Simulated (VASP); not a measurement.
Here is a VASP 6.6.1 calculation.

INCAR

```
PREC = Accurate ; ENCUT = 520
EDIFF = 1E-7 ; ISMEAR = 0
SIGMA = 0.15 ; LREAL = False
LASPH = True ; NELM = 100
ALGO = Fast ; ISIF = 2
LWAVE = False ; LCHARG = True
LELF = True ; LVHAR = True
NBANDS = 13
```

File KPOINTS:

```
regular mesh
0
Gamma
  18 18 18
```

File POSCAR:

```
BIr
1.0
    3.1333713215      0.0000000000      0.0000000000
   -1.5666856608      2.7135791640      0.0000000000
    0.0000000000      0.0000000000      2.7840614793
B Ir
1 1
Direct
    0.3333333333      0.6666666667      0.5000000000
    0.0000000000      0.0000000000      0.0000000000
```

Potentials or basis: VASP PAW LDA potentials, release 64 (B, Ir).

The run is started by

```console
$ cat potpaw_LDA.64/B/POTCAR potpaw_LDA.64/Ir/POTCAR > POTCAR
$ mpirun -np 1 vasp_std > vasp.out
```

Problem. Estimate the band gap on the k mesh.

Solution. None (metal or under the smearing width).

Problem. What does it give for the pressure?

Solution. -31.0 GPa.

Stress tensor (GPa, compression positive):
```
-28.44   0.00   0.00
  0.00 -28.44   0.00
  0.00   0.00 -35.98
```

Caveat: the cell as given lies far from equilibrium; so large a pressure means that the cell lies far from this level's equilibrium, or that cutoff or potentials fall short. Spin-orbit coupling is left out, which matters for the levels of Ir.
